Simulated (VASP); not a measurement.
Consider the following.

```
CELL_PARAMETERS angstrom
      0.00000     2.32284     2.32284
      2.32284     0.00000     2.32284
      2.32284     2.32284     0.00000
ATOMIC_POSITIONS crystal
  Zr 0.00000 0.00000 0.00000
  C  0.50000 0.50000 0.50000
```

Level of theory: LDA (Ceperley-Alder, Perdew-Zunger), VASP's LDA PAW potentials (set 64) (plane waves; VASP). Settings: 650 eV cut-off, 12×12×12 Γ-centred mesh, first-order Methfessel-Paxton smearing of 0.10 eV, potentials Zr_sv C.

Finite-difference elastic constants of metals are sensitive to mesh and smearing; shear constants can be off by tens of GPa.

Task: Give the elastic stiffness tensor with the ions relaxed (GPa, in the frame of the cell).

Result: 
|  | xx | yy | zz | yz | xz | xy |
|---|---|---|---|---|---|---|
| xx | 506 | 116 | 116 | 0.0 | 0.0 | 0.0 |
| yy | 116 | 506 | 116 | 0.0 | 0.0 | 0.0 |
| zz | 116 | 116 | 506 | 0.0 | 0.0 | 0.0 |
| yz | 0.0 | 0.0 | 0.0 | 154 | 0.0 | 0.0 |
| xz | 0.0 | 0.0 | 0.0 | 0.0 | 154 | 0.0 |
| xy | 0.0 | 0.0 | 0.0 | 0.0 | 0.0 | 154 |

Task: What does the run give for the Hill bulk modulus, Hill shear modulus, Young's modulus, Poisson's ratio?

Result: 
* **Hill bulk modulus**: 2460 kbar
* **Hill shear modulus**: 169 GPa
* **Young's modulus**: 413 GPa
* **Poisson's ratio**: 0.220

Measured: C11 470 GPa (computed value off by +7.7 %), C12 100 GPa (computed value off by +15.5 %), C44 160 GPa (computed value off by -3.8 %), as given by Zhigang Wu et al., Physical Review B (2005), arXiv:cond-mat/0412374. The calculation is for a static lattice, while the measured C11, C12, C44 hold thermal and zero-point effects, which are part of the difference.

The compound is ZrC in the rock salt structure. It was relaxed first.
